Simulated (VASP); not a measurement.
VASP ran on this input.

File POSCAR:
```
BN
1
    1.2884430685    -2.2316490845     0.0000000000
    1.2884430685     2.2316490845     0.0000000000
    0.0000000000     0.0000000000     4.2640343183
B N
2 2
Direct
  0.6666670000   0.3333330000   0.5000744147
  0.3333330000   0.6666670000   0.0000744147
  0.6666670000   0.3333330000   0.8749255853
  0.3333330000   0.6666670000   0.3749255853
```

**INCAR**
```
SYSTEM = BN
PREC = Accurate
ENCUT = 520
EDIFF = 1E-7
NELM = 100
ALGO = Normal
LREAL = .FALSE.
LASPH = .TRUE.
ISMEAR = -5
GGA = ML
ZAB_VDW = -1.8867
LUSE_VDW = .TRUE.
AGGAC = 0.0
LWAVE = .FALSE.
LCHARG = .TRUE.
LORBIT = 11
NEDOS = 601
ISIF = 2
LEFG = .TRUE.
```

File KPOINTS:
```
Automatic mesh
0
Gamma
11 11 6
0 0 0
```

POTCAR, in this order: B N (PBE.64 set). Program: vasp_std.

Question: Translate this vdW-DF2 calculation to Quantum ESPRESSO's pw.x.

Answer: One equivalent input (not run):
```
&CONTROL
  calculation = 'scf'
  pseudo_dir = './pseudo'
  outdir = './out'
  tprnfor = .true.
  tstress = .true.
/
&SYSTEM
  ibrav = 0
  nat = 4
  ntyp = 2
  ecutwfc = 84
  occupations = 'tetrahedra'
  input_dft = 'vdw-df2'
/
&ELECTRONS
  conv_thr = 7.3e-09
  electron_maxstep = 100
/
ATOMIC_SPECIES
  B 10.810 B.upf
  N 14.007 N.upf
CELL_PARAMETERS angstrom
     1.2884431   -2.2316491    0.0000000
     1.2884431    2.2316491    0.0000000
     0.0000000    0.0000000    4.2640343
ATOMIC_POSITIONS crystal
  B    0.6666670  0.3333330  0.5000744
  B    0.3333330  0.6666670  0.0000744
  N    0.6666670  0.3333330  0.8749256
  N    0.3333330  0.6666670  0.3749256
K_POINTS automatic
  11 11 6 0 0 0
```
Limits of the translation: the potentials are each code's own (VASP's PAW set, PseudoDojo norm-conserving files in pw.x), so ENCUT and ecutwfc are chosen apart and not converted; conv_thr bounds pw.x's estimated SCF error, while EDIFF bounds the energy change between steps; the field gradients of LEFG aren't asked of the other code.

The compound is BN in the wurtzite structure, a metastable high-pressure form. It was relaxed first.
